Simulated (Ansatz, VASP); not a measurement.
**TaTl6: VASP beside Ansatz**

Contents of INCAR:

```
ALGO = Fast
EDIFF = 1E-7
ENCUT = 520
GGA = PE
ISIF = 2
ISMEAR = 0
LASPH = True
LCHARG = False
LREAL = False
LWAVE = False
NBANDS = 54
NELM = 80
PREC = Accurate
SIGMA = 0.1
```

File KPOINTS:

```
k-points
0
Gamma
  4 4 4
```

Contents of POSCAR:

```
TaTl6
1.0
   -4.1245115400      4.1245115400      4.1245115400
    4.1245115400     -4.1245115400      4.1245115400
    4.1245115400      4.1245115400     -4.1245115400
Ta Tl
1 6
Direct
    0.0000000000      0.0000000000      0.0000000000
    0.7106712500      0.7106712500      0.0000000000
    0.2893287500      0.2893287500      0.0000000000
    0.0000000000      0.2893287500      0.2893287500
    0.0000000000      0.7106712500      0.7106712500
    0.7106712500      0.0000000000      0.7106712500
    0.2893287500      0.0000000000      0.2893287500
```

Input for Ansatz:

```yaml
crystal:
  lattice:
    - [-4.12451154, 4.12451154, 4.12451154]
    - [4.12451154, -4.12451154, 4.12451154]
    - [4.12451154, 4.12451154, -4.12451154]
  atoms:
    - { symbol: Ta, position: [0.0, 0.0, 0.0] }
    - { symbol: Tl, position: [0.71067125, 0.71067125, 0.0] }
    - { symbol: Tl, position: [0.28932875, 0.28932875, 0.0] }
    - { symbol: Tl, position: [0.0, 0.28932875, 0.28932875] }
    - { symbol: Tl, position: [0.0, 0.71067125, 0.71067125] }
    - { symbol: Tl, position: [0.71067125, 0.0, 0.71067125] }
    - { symbol: Tl, position: [0.28932875, 0.0, 0.28932875] }
basis:
  ecutwfc: 420
kpoints:
  mp_grid: { grid: [4, 4, 4] }
hamiltonian:
  xc: pbe
scf:
  occupations: { method: gaussian, width: 0.1 }
  lower_state_search: "off"
output:
  forces: true
  stress: true
  eigenvalues: true
```

Change from the starting cell: species swapped into the MoF6 type (Im-3m, No. 229).

Alike in both runs: task single point; functional PBE; k mesh 4 × 4 × 4; occupations gaussian, width 0.1 eV; no spin polarisation.

```csv
,VASP,Ansatz
version,VASP 6.6.1,Ansatz 0.2.0
potentials or method,"VASP PAW PBE potentials, release 64 (Ta_pv, Tl_d)","scalar-relativistic, plane waves, PAW"
plane-wave cutoff (eV),520,420
valence electrons in the cell,89,91
```

Ansatz gave:

```
gap on the k mesh at the Fermi level (eV) : none
pressure (GPa)                            : 13.8
rms of the force components (eV/Å)        : 3.452
```

Question: Which values does VASP return?

Answer: gap on the k mesh at the Fermi level (eV): none; pressure (GPa): 13.8; rms of the force components (eV/Å): 3.465.

Atom by atom the forces differ by 0.014 eV/Å (rms over components). A gap of «none» marks a metal or a gap that the smearing closes. The functional is the same, so the differences come from potentials, cutoffs and numerics. The two sets of potentials don't hold the same shells in valence.

Caveats: forces of over 1 eV/Å show positions far from the minimum, so gaps and moduli don't describe the material at rest. Spin-orbit coupling is left out, which matters for the levels of Ta, Tl.
